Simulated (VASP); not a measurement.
A convergence study with VASP on MoS2 (space group R3m): one setting is varied, all else stays as given below, so the limit is that of these other settings.

```yaml
crystal:
  lattice:
    - [1.60011, 0.92382, 6.51451]
    - [-1.60011, 0.92382, 6.51451]
    - [0.00000, -1.84765, 6.51451]
  atoms:
    - { symbol: Mo, position: [0.00234, 0.00234, 0.00234] }
    - { symbol: S, position: [0.41294, 0.41294, 0.41294] }
    - { symbol: S, position: [0.25330, 0.25330, 0.25330] }
```

Level of theory: PBE GGA, VASP's PBE PAW potentials (set 64) (plane waves; VASP). The tightest run used: 720 eV cut-off, 9×9×9 Γ-centred mesh, Fermi-Dirac smearing of 0.010 eV, potentials Mo_sv S.

Gaps are read on the run's mesh, which can miss a band edge.

**Question.** The settings run are ENCUT = 105; ENCUT = 120; ENCUT = 135; ENCUT = 150; ENCUT = 165; ENCUT = 180; ENCUT = 210; ENCUT = 240; ENCUT = 270; ENCUT = 330; ENCUT = 360; ENCUT = 405; ENCUT = 450; ENCUT = 525; ENCUT = 600; ENCUT = 720. From which on does the stress (every component) stay within 0.2 GPa of the tightest run?

**Answer.** From ENCUT = 450 on: it is off by 0.09 there and by no more than 0.2 in any finer run, while ENCUT = 405 is off by 0.26.
```json
[
 {"setting": "ENCUT = 105", "E (eV/atom)": "3.6404", "pressure (GPa)": "-614.29", "largest force (eV/Å)": "4.310", "gap on the mesh (eV)": "0.586", "plane waves": "149", "difference judged (GPa)": "617.26"},
 {"setting": "ENCUT = 120", "E (eV/atom)": "-2.3750", "pressure (GPa)": "-400.59", "largest force (eV/Å)": "3.073", "gap on the mesh (eV)": "0.886", "plane waves": "181", "difference judged (GPa)": "400.46"},
 {"setting": "ENCUT = 135", "E (eV/atom)": "-5.2629", "pressure (GPa)": "-251.57", "largest force (eV/Å)": "2.182", "gap on the mesh (eV)": "0.284", "plane waves": "217", "difference judged (GPa)": "251.98"},
 {"setting": "ENCUT = 150", "E (eV/atom)": "-6.2921", "pressure (GPa)": "-154.34", "largest force (eV/Å)": "1.867", "gap on the mesh (eV)": "1.046", "plane waves": "253", "difference judged (GPa)": "154.14"},
 {"setting": "ENCUT = 165", "E (eV/atom)": "-6.8105", "pressure (GPa)": "-92.84", "largest force (eV/Å)": "1.572", "gap on the mesh (eV)": "1.081", "plane waves": "289", "difference judged (GPa)": "92.64"},
 {"setting": "ENCUT = 180", "E (eV/atom)": "-7.0601", "pressure (GPa)": "-55.00", "largest force (eV/Å)": "1.402", "gap on the mesh (eV)": "1.073", "plane waves": "333", "difference judged (GPa)": "55.47"},
 {"setting": "ENCUT = 210", "E (eV/atom)": "-7.1974", "pressure (GPa)": "-18.37", "largest force (eV/Å)": "1.389", "gap on the mesh (eV)": "1.052", "plane waves": "411", "difference judged (GPa)": "18.19"},
 {"setting": "ENCUT = 240", "E (eV/atom)": "-7.2450", "pressure (GPa)": "-5.29", "largest force (eV/Å)": "1.433", "gap on the mesh (eV)": "1.047", "plane waves": "496", "difference judged (GPa)": "4.80"},
 {"setting": "ENCUT = 270", "E (eV/atom)": "-7.2615", "pressure (GPa)": "-1.51", "largest force (eV/Å)": "1.444", "gap on the mesh (eV)": "1.055", "plane waves": "606", "difference judged (GPa)": "0.96"},
 {"setting": "ENCUT = 330", "E (eV/atom)": "-7.2659", "pressure (GPa)": "-1.00", "largest force (eV/Å)": "1.442", "gap on the mesh (eV)": "1.056", "plane waves": "803", "difference judged (GPa)": "0.44"},
 {"setting": "ENCUT = 360", "E (eV/atom)": "-7.2664", "pressure (GPa)": "-1.00", "largest force (eV/Å)": "1.444", "gap on the mesh (eV)": "1.055", "plane waves": "921", "difference judged (GPa)": "0.44"},
 {"setting": "ENCUT = 405", "E (eV/atom)": "-7.2675", "pressure (GPa)": "-0.82", "largest force (eV/Å)": "1.445", "gap on the mesh (eV)": "1.055", "plane waves": "1080", "difference judged (GPa)": "0.26"},
 {"setting": "ENCUT = 450", "E (eV/atom)": "-7.2681", "pressure (GPa)": "-0.65", "largest force (eV/Å)": "1.445", "gap on the mesh (eV)": "1.056", "plane waves": "1279", "difference judged (GPa)": "0.09"},
 {"setting": "ENCUT = 525", "E (eV/atom)": "-7.2684", "pressure (GPa)": "-0.59", "largest force (eV/Å)": "1.445", "gap on the mesh (eV)": "1.056", "plane waves": "1600", "difference judged (GPa)": "0.03"},
 {"setting": "ENCUT = 600", "E (eV/atom)": "-7.2687", "pressure (GPa)": "-0.59", "largest force (eV/Å)": "1.446", "gap on the mesh (eV)": "1.056", "plane waves": "1950", "difference judged (GPa)": "0.04"},
 {"setting": "ENCUT = 720", "E (eV/atom)": "-7.2688", "pressure (GPa)": "-0.56", "largest force (eV/Å)": "1.446", "gap on the mesh (eV)": "1.056", "plane waves": "2555", "difference judged (GPa)": "0.00"}
]
```

Left out are rungs that failed or repeat a setting and relaxations that didn't move; long series are thinned to 24 rows.

The structure comes from a computed database's MoS2 entry (space group no. 160); how it stands against other phases isn't given here. The cell was not relaxed at this level, forces remain on its atoms.
